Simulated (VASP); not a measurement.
Input:

```
C
1.0
    0.00000     1.81258     1.81258
    1.81258     0.00000     1.81258
    1.81258     1.81258     0.00000
C
2
Cartesian
  0.00000   0.00000   0.00000
  0.90629   0.90629   0.90629
```

The numbers are results of SCAN meta-GGA, VASP's PBE PAW potentials (set 64) (plane waves; VASP 6.6.1), not measurements. Numerical set-up: 520 eV cut-off, 13×13×13 Γ-centred mesh, Gaussian smearing of 0.050 eV, potentials C.

Task: Give the stress tensor in GPa (positive for a compressed cell).

Result: 
```
-23.98    0.00    0.00
  0.00  -23.98    0.00
  0.00    0.00  -23.98
```
The pressure is its mean diagonal, -23.98 GPa.

The compound is C in the diamond structure. This cell is one point of a volume scan, at 1.06 of the reference volume.
